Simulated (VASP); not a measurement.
Consider the following.

```
PdTi2
1.0
   -1.54160     1.54160     4.88140
    1.54160    -1.54160     4.88140
    1.54160     1.54160    -4.88140
Ti Pd
2 1
Direct
  0.66428   0.66428   0.00000
  0.33572   0.33572   0.00000
  0.00000   0.00000   0.00000
```

Level of theory: PBEsol GGA, VASP's PBE PAW potentials (set 64) (plane waves; VASP). Settings: 400 eV cut-off, 16×16×16 Γ-centred mesh, tetrahedra with Blöchl corrections, potentials Ti_sv Pd.

The cores are frozen, which limits the accuracy of field gradients.

Problem. Give the principal components of the electric field gradient (V/Å²) and the asymmetry η at each nucleus.

Solution. 
| atom | Vxx | Vyy | Vzz | η |
|---|---|---|---|---|
| Ti1 | -9.4 | -9.4 | 18.9 | 0.00 |
| Ti2 | -9.4 | -9.4 | 18.9 | 0.00 |
| Pd3 | 34.1 | 34.1 | -68.2 | 0.00 |

The structure comes from a computed database's Ti2Pd entry (I4/mmm); how it stands against other phases isn't given here. It was relaxed first.
